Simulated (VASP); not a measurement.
Given:

```
SnSe2
1.0
    1.97862    -3.42707     0.00000
    1.97862     3.42707     0.00000
    0.00000     0.00000     6.84698
Sn Se
1 2
Direct
  0.00000   0.00000   0.00000
  0.33333   0.66667   0.23735
  0.66667   0.33333   0.76265
```

Method: PW91 GGA, VASP's PBE PAW potentials (set 64) (plane waves; VASP). Run with 520 eV cut-off, 7×7×4 Γ-centred mesh, Gaussian smearing of 0.050 eV, potentials Sn_d Se.

Without a dispersion term in the relaxation, distances and binding between the weakly bound layers, chains or molecules are unreliable, and so is what depends on them.

Question: The ions and cell shape at fixed volume are relaxed. Predict the relaxed structure.

Answer: 
```
SnSe2
1.0
    1.93880    -3.35810     0.00000
    1.93880     3.35810     0.00000
    0.00000     0.00000     7.13110
Sn Se
1 2
Direct
  0.00000   0.00000   0.00000
  0.33333   0.66667   0.22367
  0.66667   0.33333   0.77633
```
Space group P-3m1 (164), at a tolerance of 0.03 Å.

Question: How much energy does the relaxation gain?

Answer: The energy (σ→0) changes by -16.0 meV/atom, in 7 ionic steps.

```
step  E(σ→0) (eV)  max force (eV/Å)  pressure (GPa)  volume (Å³)
----  -----------  ----------------  --------------  -----------
1        -11.8812             0.441           -2.74        92.86
2        -11.8975             0.292           -2.22        92.86
3        -11.9120             0.015           -1.11        92.86
4        -11.9240             0.001           -0.66        92.86
5        -11.9291             0.020           -0.08        92.86
6        -11.9292             0.018           -0.11        92.86
7        -11.9292             0.001           -0.04        92.86
```

The compound is SnSe2 in the 1T layered structure. This cell is one point of a volume scan, at 1.06 of the reference volume. Symmetry was kept, so distortions that lower it aren't found.
